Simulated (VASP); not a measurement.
VASP input:

### KPOINTS
```
Automatic mesh
0
Gamma
9 9 9
0 0 0
```

POSCAR:
```
GaN
1.0
  0.0000000000   2.2600000000   2.2600000000
  2.2600000000   0.0000000000   2.2600000000
  2.2600000000   2.2600000000   0.0000000000
Ga N
1 1
direct
  0.0000000000   0.0000000000   0.0000000000
  0.7500000000   0.7500000000   0.7500000000
```

**INCAR**
```
! general
SYSTEM  = GaN
PREC    = Accurate
ENCUT   = 530
LREAL   = .False.   ! projection in real space or not
LASPH   = .True.

! electronic loop
EDIFF   = 1E-6
NELM    = 100
ALGO    = Normal
LMAXMIX = 4   ! l cut-off of mixed one-centre charges
LMIXTAU = .True.

! smearing
ISMEAR  = 0
SIGMA   = 0.05   ! width (eV)

! functional
METAGGA = R2SCAN

! ions
IBRION  = 2
NSW     = 60   ! most ionic steps
ISIF    = 3   ! ions, shape and volume
EDIFFG  = -0.01   ! ionic stop

! output
LWAVE   = .False.
LCHARG  = .False.
```

POTCAR, in this order: Ga_d N (PBE.64 set). Program: vasp_std.

Problem. Write an equivalent input for Ansatz.

Solution. One equivalent input (not run):
Ansatz 0.2 input:
```yaml
crystal:
  lattice:
    - [0.0000000, 2.2600000, 2.2600000]
    - [2.2600000, 0.0000000, 2.2600000]
    - [2.2600000, 2.2600000, 0.0000000]
  atoms:
    - { symbol: Ga, position: [0.0000000, 0.0000000, 0.0000000] }
    - { symbol: N, position: [0.7500000, 0.7500000, 0.7500000] }
kpoints:
  mp_grid: { grid: [9, 9, 9] }
hamiltonian:
  xc: r2scan
  pseudopotentials: { kind: paw }
scf:
  occupations: { method: gaussian, width: 0.05 }
  max_iter: 100
relax:
  max_steps: 60
  f_tol: 0.01
  cell: {}
output: { forces: true, stress: true, eigenvalues: true }
```
The two are equivalent in intent, not identical: each code has its own PAW files, so the cut-off isn't converted (ENCUT is set for VASP's; basis.ecutwfc is left out, and Ansatz then takes the one that its files recommend); Ansatz stops its SCF on the density residual and VASP on the energy change (EDIFF).

The compound is GaN in the zinc blende structure, a metastable form; wurtzite is the usual one. This run relaxes it. Symmetry was kept, so distortions that lower it aren't found.
